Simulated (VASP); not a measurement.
All values below come from LDA (Ceperley-Alder, Perdew-Zunger), VASP's LDA PAW potentials (set 64) (plane waves; VASP 6.6.1).

The input files of a VASP run:

POSCAR:
```
SiO2
1
    2.4318837603    -4.2121463422     0.0000000000
    2.4318837603     4.2121463422     0.0000000000
    0.0000000000     0.0000000000     5.3873601367
Si O
3 6
Direct
  0.0000000000   0.4641151943   0.3333330000
  0.5358848057   0.5358848057   0.0000000000
  0.4641151943   0.0000000000   0.6666670000
  0.2764847367   0.4109848826   0.2207272610
  0.5890151174   0.8654998542   0.8873942610
  0.7235152633   0.1345001458   0.4459387390
  0.8654998542   0.5890151174   0.1126057390
  0.4109848826   0.2764847367   0.7792727390
  0.1345001458   0.7235152633   0.5540612610
```

### KPOINTS
```
Automatic mesh
0
Gamma
7 7 5
0 0 0
```

INCAR:
```
! general
SYSTEM  = SiO2
PREC    = Accurate
ENCUT   = 520
LREAL   = .False.
LASPH   = .True.   ! aspherical one-centre terms
NBANDS  = 87

! electronic loop
EDIFF   = 1E-7   ! SCF stop (eV)
NELM    = 100   ! most electronic steps
ALGO    = Normal   ! blocked Davidson

! smearing
ISMEAR  = 0   ! Gaussian
SIGMA   = 0.01   ! width (eV)

! output
LWAVE   = .False.
LCHARG  = .False.
NEDOS   = 1001

! other
LOPTICS = .True.
CSHIFT  = 0.1
```

POTCAR, in this order: Si O (LDA.64 set). Program: vasp_std.

Output of the run:

### OSZICAR
```
       N       E                     dE             d eps       ncg     rms          rms(c)
DAV:   1     0.205504065263E+03    0.20550E+03   -0.20875E+04  5568   0.513E+02
DAV:   2    -0.777137474863E+02   -0.28322E+03   -0.27117E+03  6623   0.167E+02
DAV:   3    -0.876649917762E+02   -0.99512E+01   -0.98450E+01  6712   0.261E+01
DAV:   4    -0.877273193377E+02   -0.62328E-01   -0.62317E-01  6576   0.218E+00
DAV:   5    -0.877277724307E+02   -0.45309E-03   -0.45309E-03  6517   0.174E-01    0.259E+01
DAV:   6    -0.781397683730E+02    0.95880E+01   -0.82791E+00  6106   0.122E+01    0.132E+01
DAV:   7    -0.780149519761E+02    0.12482E+00   -0.91013E-01  6712   0.244E+00    0.450E+00
DAV:   8    -0.779245390752E+02    0.90413E-01   -0.42652E-02  6513   0.733E-01    0.167E+00
DAV:   9    -0.779078519982E+02    0.16687E-01   -0.11068E-02  6704   0.373E-01    0.227E-01
DAV:  10    -0.779081946909E+02   -0.34269E-03   -0.40797E-04  6265   0.580E-02    0.578E-02
DAV:  11    -0.779082178277E+02   -0.23137E-04   -0.20366E-05  6728   0.166E-02    0.996E-03
DAV:  12    -0.779082168099E+02    0.10178E-05   -0.15911E-06  6504   0.496E-03    0.353E-03
DAV:  13    -0.779082168599E+02   -0.50024E-07   -0.30719E-07  6872   0.154E-03
   1 F= -.77908217E+02 E0= -.77908217E+02  d E =-.118551E-39
 imaginary and real dielectric function
```

**OUTCAR**
```
------------------------ aborting loop because EDIFF is reached ----------------------------------------
  FORCE on cell =-STRESS in cart. coord.  units (eV):
  Direction    XX          YY          ZZ          XY          YZ          ZX
  --------------------------------------------------------------------------------------
  Total        0.0437501      0.0437501     -0.1508911      0.0000000     -0.0000000      0.0000000
  in kB        0.6350929      0.6350929     -2.1903928      0.0000000     -0.0000000      0.0000000
  external PRESSURE =      -0.3067357 kB  Pullay stress =       0.0000000 kB
  volume of cell :      110.37
      direct lattice vectors                 reciprocal lattice vectors
     2.431883760 -4.212146342  0.000000000     0.205601932 -0.118704328  0.000000000
     2.431883760  4.212146342  0.000000000     0.205601932  0.118704328  0.000000000
     0.000000000  0.000000000  5.387360137     0.000000000  0.000000000  0.185619668
 POSITION                                       TOTAL-FORCE (eV/Angst)
 -----------------------------------------------------------------------------------
      1.12867      1.95492      1.79578         0.007020      0.012160      0.000000
      2.60642      0.00000      0.00000        -0.014041     -0.000000      0.000000
      1.12867     -1.95492      3.59158         0.007020     -0.012160      0.000000
      1.67185      0.56653      1.18914         0.004551      0.011046      0.011242
      3.53721      1.16459      4.78071        -0.011842     -0.001581      0.011242
      2.08659     -2.48102      2.40243         0.007290      0.009465     -0.011242
      3.53721     -1.16459      0.60665        -0.011842      0.001581     -0.011242
      1.67185     -0.56653      4.19822         0.004551     -0.011046     -0.011242
      2.08659      2.48102      2.98493         0.007290     -0.009465      0.011242
 -----------------------------------------------------------------------------------
    total drift:                               -0.001470      0.000345      0.000002
  FREE ENERGIE OF THE ION-ELECTRON SYSTEM (eV)
  ---------------------------------------------------
  free  energy   TOTEN  =       -77.9082168599 eV

  energy  without entropy=      -77.9082168599  energy(sigma->0) =      -77.90821686

 plasma frequency squared (from intraband transitions) (eV^2)
  --------------------------------------------------------------------------------------
       0.000       0.000       0.000
       0.000       0.000       0.000
      -0.000       0.000       0.000

 plasma frequency squared (from interband transitions, int dw w eps(2)(w)) (eV^2)
  --------------------------------------------------------------------------------------
     392.409       0.000       0.000       0.000       0.000      -0.000
       0.000       0.000     392.409       0.000       0.000      -0.000
       0.000       0.000       0.000       0.000     393.321       0.000
```
(Selected blocks of OUTCAR.)

The compound is SiO2 in the quartz structure. It was relaxed first.
